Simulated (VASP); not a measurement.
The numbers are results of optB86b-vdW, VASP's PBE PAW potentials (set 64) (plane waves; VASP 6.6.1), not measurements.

The input files of a VASP run:

File KPOINTS:
```
Automatic mesh
0
Gamma
15 15 15
0 0 0
```

**POSCAR**
```
Rh
1
    0.0000000000     1.9000000000     1.9000000000
    1.9000000000     0.0000000000     1.9000000000
    1.9000000000     1.9000000000     0.0000000000
Rh
1
Direct
  0.0000000000   0.0000000000   0.0000000000
```

**INCAR**
```
AGGAC=0.0
ALGO=Normal
EDIFF=1E-6
EDIFFG=-0.01
ENCUT=520
GGA=MK
IBRION=2
ISIF=3
ISMEAR=1
LASPH=T
LCHARG=F
LMAXMIX=4
LREAL=F
LUSE_VDW=T
LWAVE=F
NELM=100
NSW=60
PARAM1=0.1234
PARAM2=1.0
PREC=Accurate
SIGMA=0.1
SYSTEM=Rh
```

POTCAR, in this order: Rh_pv (PBE.64 set). Program: vasp_std.

Output of the run:

OSZICAR:
```
       N       E                     dE             d eps       ncg     rms          rms(c)
DAV:   1     0.118048594155E+03    0.11805E+03   -0.94323E+03  2659   0.147E+03
DAV:   2    -0.323456807022E+01   -0.12128E+03   -0.11605E+03  2691   0.387E+02
DAV:   3    -0.468820683175E+01   -0.14536E+01   -0.14494E+01  3045   0.486E+01
DAV:   4    -0.469724701823E+01   -0.90402E-02   -0.90393E-02  2880   0.395E+00
DAV:   5    -0.469739500613E+01   -0.14799E-03   -0.14799E-03  3038   0.465E-01    0.104E+01
DAV:   6    -0.419509124670E+01    0.50230E+00   -0.11650E+00  2754   0.162E+01    0.351E+00
DAV:   7    -0.417659678269E+01    0.18494E-01   -0.22146E-02  3015   0.193E+00    0.166E+00
DAV:   8    -0.417248735064E+01    0.41094E-02   -0.35054E-03  2766   0.957E-01    0.180E-01
DAV:   9    -0.417237719800E+01    0.11015E-03   -0.78447E-05  3117   0.143E-01    0.213E-02
DAV:  10    -0.417238356277E+01   -0.63648E-05   -0.39344E-06  2811   0.291E-02    0.207E-03
DAV:  11    -0.417238361801E+01   -0.55236E-07   -0.20181E-07  1605   0.657E-03
   1 F= -.41723836E+01 E0= -.41723763E+01  d E =-.417238E+01
       N       E                     dE             d eps       ncg     rms          rms(c)
DAV:   1    -0.419659388186E+01   -0.24210E-01   -0.36698E-01  2760   0.101E+01    0.110E+00
DAV:   2    -0.417214727948E+01    0.24447E-01   -0.60283E-02  2733   0.372E+00    0.204E-01
DAV:   3    -0.417195345153E+01    0.19383E-03   -0.73854E-04  2934   0.369E-01    0.116E-01
DAV:   4    -0.417199072199E+01   -0.37270E-04   -0.17501E-04  2787   0.181E-01    0.769E-03
DAV:   5    -0.417199117644E+01   -0.45444E-06   -0.38044E-06  3027   0.294E-02
   2 F= -.41719912E+01 E0= -.41719816E+01  d E =0.392442E-03
       N       E                     dE             d eps       ncg     rms          rms(c)
DAV:   1    -0.418504315535E+01   -0.13052E-01   -0.18735E-01  2751   0.719E+00    0.813E-01
DAV:   2    -0.417253994438E+01    0.12503E-01   -0.30491E-02  2724   0.266E+00    0.135E-01
DAV:   3    -0.417243317749E+01    0.10677E-03   -0.41130E-04  2934   0.278E-01    0.789E-02
DAV:   4    -0.417246902809E+01   -0.35851E-04   -0.94525E-05  2787   0.134E-01    0.618E-03
DAV:   5    -0.417246799637E+01    0.10317E-05   -0.19310E-06  2212   0.220E-02    0.307E-03
DAV:   6    -0.417246690249E+01    0.10939E-05   -0.16932E-07  1410   0.674E-03    0.274E-04
DAV:   7    -0.417246692297E+01   -0.20475E-07   -0.19611E-08  1356   0.207E-03
   3 F= -.41724669E+01 E0= -.41724590E+01  d E =-.833050E-04
```

**OUTCAR**
```
------------------------ aborting loop because EDIFF is reached ----------------------------------------
  FORCE on cell =-STRESS in cart. coord.  units (eV):
  Direction    XX          YY          ZZ          XY          YZ          ZX
  --------------------------------------------------------------------------------------
  Total        0.0032765      0.0032765      0.0032765      0.0000000     -0.0000000      0.0000000
  in kB        0.3816959      0.3816959      0.3816959      0.0000000     -0.0000000      0.0000000
  external PRESSURE =       0.3816959 kB  Pullay stress =       0.0000000 kB
  volume of cell :       13.75
      direct lattice vectors                 reciprocal lattice vectors
     0.000000000  1.901613899  1.901613899    -0.262934553  0.262934553  0.262934553
     1.901613899 -0.000000000  1.901613899     0.262934553 -0.262934553  0.262934553
     1.901613899  1.901613899 -0.000000000     0.262934553  0.262934553 -0.262934553
 POSITION                                       TOTAL-FORCE (eV/Angst)
 -----------------------------------------------------------------------------------
      0.00000      0.00000      0.00000        -0.000000      0.000000     -0.000000
 -----------------------------------------------------------------------------------
    total drift:                                0.000000      0.000000      0.000000
  FREE ENERGIE OF THE ION-ELECTRON SYSTEM (eV)
  ---------------------------------------------------
  free  energy   TOTEN  =        -4.1724669230 eV

  energy  without entropy=       -4.1724432202  energy(sigma->0) =       -4.17245902

 reached required accuracy - stopping structural energy minimisation
```
(Selected blocks of OUTCAR.)

### CONTCAR
```
Rh
   1.00000000000000
     0.0000000000000000    1.9016138987164222    1.9016138987164222
     1.9016138987164222   -0.0000000000000000    1.9016138987164222
     1.9016138987164222    1.9016138987164222   -0.0000000000000000
  Rh
     1
Direct
     0.0000000000000000    0.0000000000000000    0.0000000000000000
```

The compound is Rh in the fcc structure. This run relaxes it. Symmetry was kept, so distortions that lower it aren't found.
